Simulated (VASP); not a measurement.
Consider the following.

```xyz
6
Lattice="5.0242 0.0000 0.0000 0.0000 5.0242 0.0000 0.0000 0.0000 3.3663" Properties=species:S:1:pos:R:3 pbc="T T T"
Mn     0.0000     0.0000     0.0000
Mn     2.5121     2.5121     1.6832
F      1.5288     1.5288     0.0000
F      4.0410     0.9833     1.6832
F      0.9833     4.0410     1.6832
F      3.4954     3.4954     0.0000
```
Starting moments (μB, in the order of the record's atoms Mn Mn F F F F): 4.6 -4.6 0.0 0.0 0.0 0.0.

These are RPBE GGA, VASP's PBE PAW potentials (set 64) (plane waves; VASP 6.6.1) values and carry that method's errors. Run with 520 eV cut-off, 5×5×7 Γ-centred mesh, tetrahedra with Blöchl corrections, potentials Mn_pv F.

The cores are frozen, which limits the accuracy of field gradients.

**Question.** Give the principal components of the electric field gradient (V/Å²) and the asymmetry η at each nucleus.

**Answer.** 
| atom | Vxx | Vyy | Vzz | η |
|---|---|---|---|---|
| Mn1 | -13.4 | -6.1 | 19.5 | 0.37 |
| Mn2 | -13.4 | -6.1 | 19.5 | 0.37 |
| F3 | 49.2 | 18.2 | -67.4 | 0.46 |
| F4 | 49.2 | 18.2 | -67.4 | 0.46 |
| F5 | 49.2 | 18.2 | -67.4 | 0.46 |
| F6 | 49.2 | 18.2 | -67.4 | 0.46 |

The compound is MnF2 in the rutile structure. It was relaxed first, which changed the volume by +8 %.
